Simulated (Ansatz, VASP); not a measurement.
# SnO2: VASP beside Ansatz, part 2 of 2

One calculation is typed for both programs; each brings its own data sets. How far apart do they land? The cell is taken from a series of runs on this material, whose earlier steps may have relaxed, scaled, displaced or heated it; both programs get it as it stands.

VASP 6.6.1 and Ansatz 0.2.0.

So far. Step 2 (VASP: single point, LDA, spin-orbit coupling): The run ends at a pressure of -10.81 GPa, with forces up to 0.16 eV/Å.

## 3. Ansatz: single point, LDA, spin-orbit coupling

Level of this step: Ansatz beside VASP: Kohn-Sham DFT, plane waves, LDA, spin-orbit coupling (Ansatz).

Ansatz runs on its PAW fully relativistic soft_1 files.

The same cell, functional (in two slightly different forms), mesh and smearing now go to Ansatz, which takes its cutoff from its data sets.

The input, input.yaml:

```yaml
crystal:
  lattice:
    - [4.788004, 0.0, 0.0]
    - [0.0, 4.866582, 0.0]
    - [0.0, 0.0, 3.240898]
  atoms:
    - { symbol: Sn, position: [0.5, 0.5, 0.5] }
    - { symbol: Sn, position: [0.0, 0.0, 0.0] }
    - { symbol: O, position: [0.291855, 0.321042, 0.0] }
    - { symbol: O, position: [0.791855, 0.178958, 0.5] }
    - { symbol: O, position: [0.208145, 0.821042, 0.5] }
    - { symbol: O, position: [0.708145, 0.678958, 0.0] }
kpoints:
  mp_grid: { grid: [6, 6, 8] }
  band_path:
    path:
      - [0.0, 0.0, 0.0]
      - [0.5, 0.0, 0.0]
      - [0.5, 0.5, 0.0]
      - [0.0, 0.5, 0.0]
      - [0.0, 0.0, 0.5]
      - [0.5, 0.0, 0.5]
      - [0.5, 0.5, 0.5]
      - [0.0, 0.5, 0.5]
      - [0.1, 0.0, 0.0]
    npoints: 1
hamiltonian:
  xc: lda
  pseudopotentials: { kind: paw_fr, azcp: { folder: soft_1 }, xc_functional: pbe }
scf:
  occupations: { method: fermi_dirac, width: 0.02 }
  n_extra_bands: 12
magnetization:
  noncollinear: true
  spin_orbit: true
output:
  eigenvalues: true
  forces: true
  stress: true
  write_density: true
  write_potential: true
  elf: true
  volumetric_format: npy
```

The run is started by

```console
> ansatz run input.yaml --threads 2 --pin off --max-ram 92160MiB --backend cuda --events-out ev --progress --plain --runs-dir out --devices 1 --max-vram 13GiB
```

Numbers of over 12 decimals in the logs are rounded to 6 here.

The program printed:

```text
scf.n_extra_bands = 12 over 52 filled bands (N_el = 52.0): the run solves 64 bands
GPUs: using 1 of 1 available (devices: 1).
Engine: ansatz 0.2.0, x86_64-unknown-linux-gnu
Pseudopotentials: kind: paw_fr
Pseudopotential: Sn, paw, valence charge 14, recommended cutoff 420 eV (normal), soft_1/Sn.paw.azcp
Pseudopotential: O, paw, valence charge 6, recommended cutoff 420 eV (normal), soft_1/O.paw.azcp
Functional definition: SPW92
  exchange = slater_x
  correlation = pw_c
non-collinear run that drives no moment, with spin-orbit: no starting moment large enough to seed its density (crystal.atoms[].spin), no starting occupations that ask for one, no magnetisation constraint and no magnetic field, so the semilocal B_xc is pinned to zero
device memory: the entry about to start is reckoned to put 3.5 GiB on a device that reports 52.1 GiB free (of which the cap on the GPU budget leaves the run 13.0 GiB)
GPU FFT provider: cuFFT
GPU libraries: cuBLAS 13.8.2, cuFFT 12.4.0, cuSOLVER 12.3.4
Crystal: 6 atoms, lattice volume = 75.517 Å³
Basis set: ecut = 420 eV, 1479 PW (Γ)
Bands: 64, of which v1, the nominal top of the filled ones, is band 52 counted from 1 (51 counted from 0)
Symmetry: 8 space group operations + 8 with time reversal
Magnetic group: BNS 58.394 (UNI 492), of the structure as read, at distance tolerance 4.2e-5 Å
k-points: 80 of 288
Projection manifold: j_resolved (fully-relativistic pseudo-atomic orbitals)
Non-local potential: Sn, projectors of the file, resolved by j, l = 0: 2, l = 1: 4, l = 2: 4, l = 3: 2
Non-local potential: O, projectors of the file, resolved by j, l = 0: 2, l = 1: 4, l = 2: 2
PAW form: soft (Blöchl's): semilocal exchange-correlation on the pseudo side does not see the compensation charge
PAW frozen core: Sn, regenerated for the run's functional, and the local potential with it (the file was generated under x = pbe(κ = 0.804, μ = 0.219515), c = pbe(β = 0.066725))
PAW frozen core: O, regenerated for the run's functional, and the local potential with it (the file was generated under x = pbe(κ = 0.804, μ = 0.219515), c = pbe(β = 0.066725))
PAW one-centre angular grid: Sn, 590 points (default); XC on 64 Gauss nodes
PAW one-centre angular grid: O, 110 points (default); XC on 64 Gauss nodes
Initial density: superposition of atomic densities (chi_scale 0.1, normalization cell, long waves kept (reshape's long-wave potential 0.00 eV rms))
Initial wavefunctions: pseudopotential atomic-orbital guess
GPU buffer pool allocated for 31104 grid points (all kernels)
GPU transforms: local potential and band sums: pruned to the plane-wave sphere, on 36×36×24
Functional: x = slater, c = lda
SCF iter   1: F=—  HF=-13985.029127 eV  |F-HF|=—  |Δ(HF+E_count)|=         —  Δρ=6.37e-2  dr2=2.16e0  dr2_m=0.00e0 (ungated)  ethr=3.10e-3  |M|=0.00e0 ∫|m|=0.00e0 μB  |m|>n=0.0e0 m-floor=0.0e0 τ_xc=0.0e0  β_m=0.30  ⟨swp⟩=6.6  Hψ=12131  notcnv=0  defer=24
preconditioner: auto → Resta (q_TF=auto, 2.564 Å⁻¹)  ε∞=3.5  [insulator: Δε(μ)=1.032 eV  Ē_g=19.367 eV  σ=0.020 eV  W_gap=1.00  n_scr=18 (ndim 8)  ℏωp=30.8 eV  f_vac=0.000  D(μ)=0.00/eV (n_scr^D=0)  ε∞_Penn≈3.5]
spin=Noncollinear: Resta preconditioning applied to the charge; magnetization (m_x, m_y, m_z) channels mix plain (no charge-response kernel on spin).
SCF iter   2: F=—  HF=-13984.673200 eV  |F-HF|=—  |Δ(HF+E_count)|=   3.56e-1  Δρ=4.28e-2  dr2=8.70e-1  dr2_m=0.00e0 (ungated)  ethr=3.10e-3  |M|=0.00e0 ∫|m|=0.00e0 μB  |m|>n=0.0e0 m-floor=0.0e0 τ_xc=0.0e0  β_m=0.54  ⟨swp⟩=2.0  Hψ=3158  notcnv=0  defer=534
SCF iter   3: F=—  HF=-13984.448202 eV  |F-HF|=—  |Δ(HF+E_count)|=   2.25e-1  Δρ=9.96e-3  dr2=5.54e-2  dr2_m=0.00e0 (ungated)  ethr=1.67e-3  |M|=0.00e0 ∫|m|=0.00e0 μB  |m|>n=0.0e0 m-floor=0.0e0 τ_xc=0.0e0  β_m=0.62  ⟨swp⟩=3.0  Hψ=4576  notcnv=0  defer=540
SCF iter   4: F=—  HF=-13984.436089 eV  |F-HF|=—  |Δ(HF+E_count)|=   1.21e-2  Δρ=1.88e-3  dr2=1.74e-3  dr2_m=0.00e0 (ungated)  ethr=1.07e-4  |M|=0.00e0 ∫|m|=0.00e0 μB  |m|>n=0.0e0 m-floor=0.0e0 τ_xc=0.0e0  β_m=0.71  ⟨swp⟩=2.6  Hψ=3459  notcnv=0  defer=540
SCF iter   5: F=—  HF=-13984.436623 eV  |F-HF|=—  |Δ(HF+E_count)|=   5.34e-4  Δρ=5.63e-4  dr2=1.80e-4  dr2_m=0.00e0 (ungated)  ethr=3.35e-6  |M|=0.00e0 ∫|m|=0.00e0 μB  |m|>n=0.0e0 m-floor=0.0e0 τ_xc=0.0e0  β_m=0.85  ⟨swp⟩=1.7  Hψ=2860  notcnv=0  defer=540
SCF iter   6: F=—  HF=-13984.436306 eV  |F-HF|=—  |Δ(HF+E_count)|=   3.17e-4  Δρ=7.59e-5  dr2=3.20e-6  dr2_m=0.00e0 (ungated)  ethr=3.46e-7  |M|=0.00e0 ∫|m|=0.00e0 μB  |m|>n=0.0e0 m-floor=0.0e0 τ_xc=0.0e0  β_m=0.93  ⟨swp⟩=2.5  Hψ=3649  notcnv=0  defer=540
SCF iter   7: F=—  HF=-13984.436562 eV  |F-HF|=—  |Δ(HF+E_count)|=   2.57e-4  Δρ=1.24e-5  dr2=1.24e-7  dr2_m=0.00e0 (ungated)  ethr=6.15e-9  |M|=0.00e0 ∫|m|=0.00e0 μB  |m|>n=0.0e0 m-floor=0.0e0 τ_xc=0.0e0  β_m=0.96  ⟨swp⟩=2.0  Hψ=3467  notcnv=0  defer=540
SCF iter   8: F=-13984.436562 eV  HF=-13984.436562 eV  |F-HF|=2.11e-10  |Δ(HF+E_count)|=   1.07e-8  Δρ=1.98e-6  dr2=2.89e-9  dr2_m=0.00e0 (ungated)  ethr=1.92e-10  |M|=0.00e0 ∫|m|=0.00e0 μB  |m|>n=0.0e0 m-floor=0.0e0 τ_xc=0.0e0  ⟨swp⟩=18.6  Hψ=22629  notcnv=0
SCF 1 converged in 8 iterations: F = -13984.436562 eV  dr2 = 2.89e-9
  Residual-converged pass: ⟨swp⟩=3.9  Hψ=5211  notcnv=0  max |occ|·‖R‖ = 7.1e-9 eV (tolerance 1.0e-8 eV)  dr2=2.89e-9  dr2_m=0.00e0 (ungated)  dr2_onsite=2.31e-10  max |Δocc| = 1.3e-16
  greatest PAW one-centre occupation: 0.997 electrons in one spin orbital (limit 2), on the Sn atom at site 0 (counted from 0), in its partial waves of l = 2
device memory: the entry about to start is reckoned to put 2.1 GiB on a device that reports 56.6 GiB free (of which the cap on the GPU budget leaves the run 13.0 GiB)
NSCF: frozen V_eff on 9 k-points
SCF converged after 8 iterations
Magnetization: |M| = 0.0000 μB,  M = (+0.0000, +0.0000, +0.0000) μB
Absolute magnetization: 0.0000 μB (∫|m|)
  site 0: m = (+0.0000, +0.0000, +0.0000) μB, |m| = 0.0000 μB  (R = 0.86 Å)
  site 1: m = (+0.0000, +0.0000, +0.0000) μB, |m| = 0.0000 μB  (R = 0.86 Å)
  site 2: m = (+0.0000, +0.0000, +0.0000) μB, |m| = 0.0000 μB  (R = 0.86 Å)
  site 3: m = (+0.0000, +0.0000, +0.0000) μB, |m| = 0.0000 μB  (R = 0.86 Å)
  site 4: m = (+0.0000, +0.0000, +0.0000) μB, |m| = 0.0000 μB  (R = 0.86 Å)
  site 5: m = (+0.0000, +0.0000, +0.0000) μB, |m| = 0.0000 μB  (R = 0.86 Å)
Free energy (F): -13984.436562 eV
Harris-Foulkes:  -13984.436562 eV  (|F-HF|=2.11e-10)
Internal energy: -13984.436562 eV  (E = F + TS)
E sigma→0 (E₀):  -13984.436562 eV
Fermi energy:    8.634198 eV
--- Per-component energies (eV) ---
  E_band       = -169.599179
  E_kinetic    = 1009.152840
  E_local      = -3266.890126  (includes V_loc(G=0)·N_el)
  E_nonlocal   = 517.529045
  E_hartree    = 1465.515514
  E_xc         = -527.847240
  E_vxc        = -520.351724  (∫ρ·V_xc dr)
  E_paw        = -9070.687633  (= ΣΔE_a)
  E_vpaw       = -840.073357  (= ΣTr[D̂ρ^β])
  E_aug_tail   = 0.003883  (compensation charges beyond the density's cutoff)
  E_ewald      = -4112.463075
  E_core_change = 1.250230  (= ΣΔE_core)
  E_smearing   = -0.000000  (= −TS)
  E_closure    = 0.000000  (closes the sum)
  Σ components = -13984.436562   (vs F -13984.436562, Δ=0.00e0)
--- Forces (eV/Å), atoms counted from 1 ---
  atom   1  Sn     0.00000000     0.00000000     0.00000000
  atom   2  Sn     0.00000000    -0.00000000     0.00000000
  atom   3  O      0.17649644     0.01205168     0.00000000
  atom   4  O      0.17649644    -0.01205168     0.00000000
  atom   5  O     -0.17649644     0.01205168     0.00000000
  atom   6  O     -0.17649644    -0.01205168     0.00000000
  max |Σ_I F_I| component: 2.78e-17 eV/Å
--- Stress (GPa, compression-positive) ---
      -10.673425       0.000000       0.000000
        0.000000     -10.938820       0.000000
        0.000000       0.000000     -12.866308
  P = ⅓ Tr σ = -11.4929 GPa (-114.929 kbar)
--- Band table (eV; the first three rows and the last of 80) ---
  k-point 0: bands = [... 48 lower, 7.6727, 7.6727, 8.2825, 8.2825, 8.9741, 8.9741, 13.8131, 13.8131, ... 8 higher]
  k-point 1: bands = [... 48 lower, 7.6990, 7.6990, 8.2244, 8.2244, 9.9444, 9.9444, 14.0947, 14.0947, ... 8 higher]
  k-point 2: bands = [... 48 lower, 7.6264, 7.6264, 7.9002, 7.9002, 11.4973, 11.4973, 14.4860, 14.4860, ... 8 higher]
  k-point 79: bands = [... 48 lower, 7.6293, 7.6293, 7.6293, 7.6293, 12.5239, 12.5239, 12.5239, 12.5239, ... 8 higher]
```

Reading the cycles: dr2 is the Hartree energy of the density residual (eV), the measure of convergence; HF is the Harris–Foulkes estimate of the energy, which meets the free energy F at convergence.

## 4. Side by side

Known differences besides the potentials themselves: spin-orbit coupling enters by fully relativistic files in Ansatz and inside the spheres in VASP; the cutoff is 420 eV in Ansatz and 600 eV in VASP; VASP's log shows a relativistic correction to its local exchange, Ansatz's none. Total energies have different zeros and are not compared.

The two programs side by side:

```csv
quantity,Ansatz,VASP,difference
pressure (GPa),-11.49,-10.81,-0.68
gap on the k mesh (eV),0.692,0.709,-0.017
```

Forces (eV/Å; atoms numbered as in POSCAR):

```csv
atom,"Ansatz x, y, z","VASP x, y, z"
Sn1,"0.000, 0.000, 0.000","0.000, 0.000, 0.000"
Sn2,"0.000, 0.000, 0.000","0.000, 0.000, 0.000"
O3,"0.176, 0.012, 0.000","0.157, -0.002, 0.000"
O4,"0.176, -0.012, 0.000","0.157, 0.002, 0.000"
O5,"-0.176, 0.012, 0.000","-0.157, -0.002, 0.000"
O6,"-0.176, -0.012, 0.000","-0.157, 0.002, 0.000"
```

The forces differ by 11 meV/Å r.m.s., which is 15.5 % of the r.m.s. force of 0.074 eV/Å (both taken over all components). A gap on the mesh is an upper bound, since the band edges may lie between its points.

## 5. Summary of results

| Quantity | Value |
| --- | --- |
| r.m.s. force difference (single point, LDA, spin-orbit coupling) | 11 meV/Å |
| difference in pressure (single point, LDA, spin-orbit coupling) | -0.68 GPa |

What this shows: The r.m.s. force difference is 11 meV/Å (single point, LDA, spin-orbit coupling), at about the 12 meV/Å picked in this series as the mark of a large difference. How closely two codes agree says nothing of how well the functional describes the real material.

[Lines on the potential files, build, host, timing and source positions are cut from VASP's logs without a mark.]

[Logs are printed without paths, hosts, clocks, repeated set-up lines and the standing remarks that a program may print on its own settings, such as how far it seeks lower states.]

[Hosts, paths, dates, database ids (printed as entryN), source tags and the programs' standing remarks are cut or masked in the printed files.]
